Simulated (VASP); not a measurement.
Computed with r2SCAN meta-GGA, VASP's PBE PAW potentials (set 64) (plane waves; VASP 6.6.1).

Gaps are without spin-orbit coupling.

Q: Order these relaxed crystals by band gap, smallest first: PbSe, Fm-3m (225); SnO, P4/nmm (129); BP, P6_3mc (186); NaHF2, R-3m (166).

A: SnO, P4/nmm (129) (0.30 eV), PbSe, Fm-3m (225) (0.67 eV), BP, P6_3mc (186) (1.21 eV), NaHF2, R-3m (166) (7.85 eV)
